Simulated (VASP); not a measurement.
Output of a VASP run:

### OUTCAR
```
 ion  position               nearest neighbor table
   1  0.500  0.000  0.755-   3 2.24   4 2.24   3 2.24   4 2.24   2 3.57   2 3.57   2 3.57   2 3.57
                             2 3.63   2 3.63   2 3.63   2 3.63
   2  0.000  0.500  0.245-   3 2.24   4 2.24   4 2.24   3 2.24   1 3.57   1 3.57   1 3.57   1 3.57
                             1 3.63   1 3.63   1 3.63   1 3.63
   3  0.500  0.500  0.000-   1 2.24   2 2.24   1 2.24   2 2.24
   4  0.000  0.000  0.000-   1 2.24   2 2.24   2 2.24   1 2.24
  LATTYP: Found a simple tetragonal cell.
 ALAT       =     3.8383393218
 C/A-ratio  =     1.2341516872
 Subroutine PRICEL returns:
 Original cell was already a primitive cell.
 Subroutine GETGRP returns: Found 16 space group operations
The static configuration has the point symmetry D_2d.
 The point group associated with its full space group is D_4h.
The dynamic configuration has the point symmetry D_2d.
 Subroutine INISYM returns: Found 16 space group operations
 Subroutine IBZKPT returns following result:
 Found     18 irreducible k-points:

 Following reciprocal coordinates:
            Coordinates               Weight
  0.000000  0.000000  0.000000      1.000000
  0.200000  0.000000  0.000000      4.000000
  0.400000  0.000000  0.000000      4.000000
  0.200000  0.200000  0.000000      4.000000
  0.400000  0.200000  0.000000      8.000000
  0.400000  0.400000  0.000000      4.000000
  0.000000  0.000000  0.250000      2.000000
  0.200000  0.000000  0.250000      8.000000
  0.400000  0.000000  0.250000      8.000000
  0.200000  0.200000  0.250000      8.000000
  0.400000  0.200000  0.250000     16.000000
  0.400000  0.400000  0.250000      8.000000
  0.000000  0.000000  0.500000      1.000000
  0.200000  0.000000  0.500000      4.000000
  0.400000  0.000000  0.500000      4.000000
  0.200000  0.200000  0.500000      4.000000
  0.400000  0.200000  0.500000      8.000000
  0.400000  0.400000  0.500000      4.000000
   k-points           NKPTS =     18   k-points in BZ     NKDIM =     18   number of bands    NBANDS=     24
   number of dos      NEDOS =    301   number of ions     NIONS =      4
   total plane-waves  NPLWV =  32400
   dimension x,y,z NGX =    30 NGY =   30 NGZ =   36
   dimension x,y,z NGXF=    60 NGYF=   60 NGZF=   72
   ions per type =               2   2
   PREC   = accura    normal or accurate (medium, high low for compatibility)
   ISTART =      0    job   : 0-new  1-cont  2-samecut
   ICHARG =      2    charge: 1-file 2-atom 10-const
   ISPIN  =      1    spin polarized calculation?
   LNONCOLLINEAR =      F non collinear calculations
   LSORBIT =      F    spin-orbit coupling
   INIWAV =      1    electr: 0-lowe 1-rand  2-diag
   ENCUT  =  520.0 eV  38.22 Ry    6.18 a.u.   7.14  7.14  8.81*2*pi/ulx,y,z
   NELM   =    100;   NELMIN=  2; NELMDL= -5     # of ELM steps
   EDIFF  = 0.1E-05   stopping-criterion for ELM
   LREAL  =      F    real-space projection
   NLSPLINE    = F    spline interpolate recip. space projectors
   LMAXMIX     =    4 max onsite mixed and CHGCAR
   VOSKOWN=      0    Vosko Wilk Nusair interpolation
   EDIFFG = -.2E-01   stopping-criterion for IOM
   NSW    =     60    number of steps for IOM
   NBLOCK =      1;   KBLOCK =     60    inner block; outer block
   IBRION =      2    ionic relax: 0-MD 1-quasi-New 2-CG
   NFREE  =      1    steps in history (QN), initial steepest desc. (CG)
   ISIF   =      3    stress and relaxation
   ISYM   =      2    0-nonsym 1-usesym 2-fastsym
   TEIN   =    0.0    initial temperature
   TEBEG  =    0.0;   TEEND  =   0.0 temperature during run
   SMASS  =  -3.00    Nose mass-parameter (am)
   PSTRESS=    0.0 pullay stress
   NELECT =      40.0000    total number of electrons
   EFERMI =   0.00;   METHOD = LEGACY
   ISMEAR =     0;   SIGMA  =   0.05  broadening in eV -4-tet -1-fermi 0-gaus
   IALGO  =     38    algorithm
   LDIAG  =      T    sub-space diagonalisation (order eigenvalues)
   IMIX   =      4    mixing-type and parameters
     AMIX     =   0.40;   BMIX     =  1.00
     AMIX_MAG =   1.60;   BMIX_MAG =  1.00
     AMIN     =   0.10
...
```

OSZICAR:
```
       N       E                     dE             d eps       ncg     rms          rms(c)
DAV:   1     0.403408848274E+03    0.40341E+03   -0.20836E+04   864   0.254E+03
DAV:   2     0.283671949465E+02   -0.37504E+03   -0.36930E+03   944   0.577E+02
DAV:   3    -0.242215548748E+02   -0.52589E+02   -0.51968E+02  1040   0.192E+02
DAV:   4    -0.263318329227E+02   -0.21103E+01   -0.21070E+01   952   0.423E+01
DAV:   5    -0.263873498041E+02   -0.55517E-01   -0.55507E-01  1120   0.706E+00    0.116E+01
DAV:   6    -0.227159367932E+02    0.36714E+01   -0.25058E+01  1440   0.527E+01    0.480E+00
DAV:   7    -0.226997691823E+02    0.16168E-01   -0.23236E+00  1000   0.990E+00    0.255E+00
DAV:   8    -0.227033381755E+02   -0.35690E-02   -0.58031E-01  1232   0.548E+00    0.104E+00
DAV:   9    -0.226812061481E+02    0.22132E-01   -0.17393E-01  1352   0.392E+00    0.260E-01
DAV:  10    -0.226834964425E+02   -0.22903E-02   -0.21058E-02  1248   0.126E+00    0.216E-01
DAV:  11    -0.226824444507E+02    0.10520E-02   -0.68925E-03  1320   0.767E-01    0.260E-02
DAV:  12    -0.226825275022E+02   -0.83052E-04   -0.73185E-04   944   0.168E-01    0.444E-02
DAV:  13    -0.226825135042E+02    0.13998E-04   -0.84759E-05  1320   0.105E-01    0.888E-03
DAV:  14    -0.226825130463E+02    0.45788E-06   -0.86780E-06   984   0.212E-02
   1 F= -.23625819E+02 E0= -.23625819E+02  d E =-.236258E+02
```

**OUTCAR**
```
------------------------ aborting loop because EDIFF is reached ----------------------------------------
 Edisp (eV)   -0.94331
  FORCE on cell =-STRESS in cart. coord.  units (eV):
  Direction    XX          YY          ZZ          XY          YZ          ZX
  --------------------------------------------------------------------------------------
  Total       0.03828     0.03828     0.04614     0.00000    -0.00000     0.00000
  in kB       0.87882     0.87882     1.05917     0.00000    -0.00000     0.00000
  external pressure =        0.94 kB  Pullay stress =        0.00 kB
  volume of cell :       69.79
      direct lattice vectors                 reciprocal lattice vectors
     3.838339322  0.000000000  0.000000000     0.260529337  0.000000000  0.000000000
     0.000000000  3.838339322  0.000000000     0.000000000  0.260529337  0.000000000
     0.000000000  0.000000000  4.737092950     0.000000000  0.000000000  0.211099932
 POSITION                                       TOTAL-FORCE (eV/Angst)
 -----------------------------------------------------------------------------------
      1.91917      0.00000      3.57615        -0.000000      0.000000      0.007007
      0.00000      1.91917      1.16094         0.000000      0.000000     -0.007007
      1.91917      1.91917      0.00000         0.000000      0.000000      0.000000
      0.00000      0.00000      0.00000         0.000000     -0.000000      0.000000
 -----------------------------------------------------------------------------------
    total drift:                                0.000000      0.000000     -0.000000
  FREE ENERGIE OF THE ION-ELECTRON SYSTEM (eV)
  ---------------------------------------------------
  free  energy   TOTEN  =       -23.6258194230 eV

  energy  without entropy=      -23.6258194229  energy(sigma->0) =      -23.62581942

 reached required accuracy - stopping structural energy minimisation
```
(Selected blocks of OUTCAR.)

**POSCAR**
```
SnO
1
    3.8383393218     0.0000000000     0.0000000000
    0.0000000000     3.8383393218    -0.0000000000
    0.0000000000     0.0000000000     4.7370929499
Sn O
2 2
Direct
  0.5000000000   0.0000000000   0.7549254302
  0.0000000000   0.5000000000   0.2450745698
  0.5000000000   0.5000000000   0.0000000000
  0.0000000000   0.0000000000   0.0000000000
```

Q: Reconstruct the remaining input files.

A: Several could match; the one computed here: the input of the run itself, PBE GGA with D3 dispersion (Becke-Johnson damping), plane waves, VASP's PBE PAW potentials (set 64).

### KPOINTS
```
Automatic mesh
0
Gamma
5 5 4
0 0 0
```

INCAR:
```
ALGO = Normal
EDIFF = 1E-6
EDIFFG = -0.02
ENCUT = 520
GGA = PE
IBRION = 2
ISIF = 3
ISMEAR = 0
IVDW = 12
LASPH = .TRUE.
LCHARG = .FALSE.
LMAXMIX = 4
LREAL = .FALSE.
LWAVE = .FALSE.
NELM = 100
NSW = 60
PREC = Accurate
SIGMA = 0.05
SYSTEM = SnO
```

POTCAR, in this order: Sn_d O (PBE.64 set). Program: vasp_std.

The compound is SnO in the litharge structure. It was relaxed first. The start is the result of an earlier pass.
